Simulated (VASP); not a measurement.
Calculation: PBE GGA, VASP's PBE PAW potentials (set 64) (plane waves; VASP 6.6.1).

A VASP calculation is set up with these files.

**KPOINTS**
```
k-points along high-symmetry lines
15
Line-mode
Reciprocal
  0.000000   0.000000   0.000000 ! GAMMA
  0.500000  -0.500000   0.500000 ! H

  0.500000  -0.500000   0.500000 ! H
  0.000000  -0.000000   0.500000 ! N

  0.000000  -0.000000   0.500000 ! N
  0.000000   0.000000   0.000000 ! GAMMA

  0.000000   0.000000   0.000000 ! GAMMA
  0.250000   0.250000   0.250000 ! P

  0.250000   0.250000   0.250000 ! P
  0.500000  -0.500000   0.500000 ! H

  0.250000   0.250000   0.250000 ! P
  0.000000  -0.000000   0.500000 ! N
```

INCAR:
```
ALGO = Normal
EDIFF = 1E-7
ENCUT = 400
GGA = PE
ICHARG = 11
ISMEAR = 0
ISPIN = 2
LASPH = .TRUE.
LCHARG = .FALSE.
LMAXMIX = 4
LORBIT = 11
LREAL = .FALSE.
LWAVE = .FALSE.
MAGMOM = 2.2
NELM = 100
PREC = Accurate
SIGMA = 0.05
SYSTEM = Fe
```

File POSCAR:
```
Fe
1
   -1.4155321406     1.4155321406     1.4155321406
    1.4155321406    -1.4155321406     1.4155321406
    1.4155321406     1.4155321406    -1.4155321406
Fe
1
Direct
  0.0000000000   0.0000000000   0.0000000000
```

POTCAR, in this order: Fe (PBE.64 set). Program: vasp_std. Read from the step before: CHGCAR.

The resulting files:

File OSZICAR:
```
       N       E                     dE             d eps       ncg     rms          rms(c)
DAV:   1     0.127931935140E+02    0.12793E+02   -0.35902E+03  3448   0.912E+02
DAV:   2    -0.847434904399E+01   -0.21268E+02   -0.19355E+02  3302   0.119E+02
DAV:   3    -0.873031378031E+01   -0.25596E+00   -0.25487E+00  3777   0.174E+01
DAV:   4    -0.873140136066E+01   -0.10876E-02   -0.10875E-02  3669   0.100E+00
DAV:   5    -0.873141158797E+01   -0.10227E-04   -0.10227E-04  3534   0.838E-02
DAV:   6    -0.873141172400E+01   -0.13603E-06   -0.13654E-06  3589   0.925E-03
DAV:   7    -0.873141172662E+01   -0.26191E-08   -0.20234E-08  2934   0.108E-03
   1 F= -.87314117E+01 E0= -.87303529E+01  d E =-.211763E-02  mag=     2.1828
```

File OUTCAR:
```



 magnetization (x)

# of ion       s       p       d       tot
------------------------------------------
    1       -0.006  -0.033   2.264   2.225
```
(Selected blocks of OUTCAR.)

### OUTCAR
```
 val. band max:        5.9816033557   @ k =   0.3929  -0.3929   0.5000

 cond. band min:       6.0030311761   @ k =   0.3571  -0.3571   0.5000



 spin component 1

 k-point     1 :       0.0000    0.0000    0.0000
  band No.  band energies     occupation
      1      -2.6010      1.00000
      2       3.5304      1.00000
      3       3.5304      1.00000
      4       3.5304      1.00000
      5       4.7417      1.00000
      6       4.7417      1.00000
      7      30.8766      0.00000
      8      30.8766      0.00000
      9      30.8766      0.00000

 k-point     2 :       0.0357   -0.0357    0.0357
  band No.  band energies     occupation
      1      -2.4949      1.00000
      2       3.5295      1.00000
      3       3.5295      1.00000
      4       3.5594      1.00000
      5       4.6944      1.00000
      6       4.7604      1.00000
      7      30.1629      0.00000
      8      30.7816      0.00000
      9      30.7816      0.00000

 k-point     3 :       0.0714   -0.0714    0.0714
  band No.  band energies     occupation
      1      -2.1814      1.00000
      2       3.5301      1.00000
      3       3.5301      1.00000
      4       3.6451      1.00000
      5       4.5544      1.00000
      6       4.8152      1.00000
      7      28.7845      0.00000
      8      30.3465      0.00000
      9      30.3465      0.00000

 k-point     4 :       0.1071   -0.1071    0.1071
  band No.  band energies     occupation
      1      -1.6761      1.00000
      2       3.5423      1.00000
      3       3.5423      1.00000
      4       3.7838      1.00000
      5       4.3282      1.00000
      6       4.9035      1.00000
      7      27.3787      0.00000
      8      29.3474      0.00000
      9      29.3474      0.00000

 k-point     5 :       0.1429   -0.1429    0.1429
  band No.  band energies     occupation
      1      -1.0099      1.00000
      2       3.5793      1.00000
...
```

The density is held fixed in this step, so its total energy and stress have no physical meaning.

The compound is Fe in the bcc structure. It was relaxed first.
